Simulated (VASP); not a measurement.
Data:

```yaml
crystal:
  lattice:
    - [3.54034, 0.00000, 0.00000]
    - [0.00000, 3.54034, 0.00000]
    - [0.00000, 0.00000, 3.54034]
  atoms:
    - { symbol: Fe, position: [0.00000, 0.00000, 0.00000], spin: 2.9 }
    - { symbol: Ni, position: [0.00000, 0.50000, 0.50000], spin: 0.6 }
    - { symbol: Ni, position: [0.50000, 0.00000, 0.50000], spin: 0.6 }
    - { symbol: Ni, position: [0.50000, 0.50000, 0.00000], spin: 0.6 }
```

All values below come from PBE GGA with D3 dispersion (zero damping), VASP's PBE PAW potentials (set 64) (plane waves; VASP). Settings: 520 eV cut-off, 9×9×9 Γ-centred mesh, first-order Methfessel-Paxton smearing of 0.10 eV, potentials Fe Ni.

### Question
Estimate the cell moment, energy per atom (σ→0), pressure, band gap (on the k-mesh) with the smallest direct gap where there is one.

### Answer

The band gap (on the k-mesh) comes out as none (metal, semimetal or under 0.01 eV). The cell moment is 4.73 μB. The energy per atom (σ→0) is -638.1 kJ/mol-atom. The pressure comes out as -5.91 GPa.

### Question
Give the moment on each site (PAW-sphere projection).

### Answer

```csv
site,moment (μB)
Fe1,2.90
Ni2,0.62
Ni3,0.62
Ni4,0.62
```

The compound is Ni3Fe in the L1_2 structure. This cell is one point of a volume scan, at 1.03 of the reference volume.
